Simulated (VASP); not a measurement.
Crystal: MgO.

```
Mg O
1.0
     0.00000    2.10500    2.10500
     2.10500    0.00000    2.10500
     2.10500    2.10500    0.00000
Mg O
1 1
Direct
  0.00000 0.00000 0.00000
  0.50000 0.50000 0.50000
```

* Program: VASP 6.6.1
* Task: relaxation of cell and atoms
* Functional: PBE
* Potentials or basis: VASP PAW PBE potentials, release 64 (Mg, O)
* Cutoff: 520 eV
* k mesh: 18 × 18 × 18
* Occupations: gaussian, width 0.02 eV
* Spin: no spin polarisation

At the start: pressure 4.2 GPa; volume 9.33 Å³/atom.

**Question.** How do energy, volume and symmetry change on relaxing?

**Answer.** Over 3 steps the energy falls by 3.2 meV/atom and the volume is 9.57 Å³/atom (+2.6 %); space group Fm-3m (No. 225, to 0.05 Å).

The path:
| step | energy change (eV) | largest force (eV/Å) | pressure (GPa) | volume (Å³) |
| --- | --- | --- | --- | --- |
| 1 | 0.0000 | 0.0000 | 4.21 | 18.65 |
| 2 | -0.0056 | 0.0000 | -1.37 | 19.32 |
| 3 | -0.0063 | 0.0000 | 0.01 | 19.15 |

Final structure:
```cif
data_structure
_symmetry_space_group_name_H-M 'P 1'
_symmetry_Int_Tables_number 1
_cell_length_a 3.0029
_cell_length_b 3.0029
_cell_length_c 3.0029
_cell_angle_alpha 60.000
_cell_angle_beta 60.000
_cell_angle_gamma 60.000
_cell_volume 19.15
loop_
_atom_site_label
_atom_site_type_symbol
_atom_site_fract_x
_atom_site_fract_y
_atom_site_fract_z
_atom_site_occupancy
Mg1 Mg 0.00000 0.00000 0.00000 1
O1 O 0.50000 0.50000 0.50000 1
```
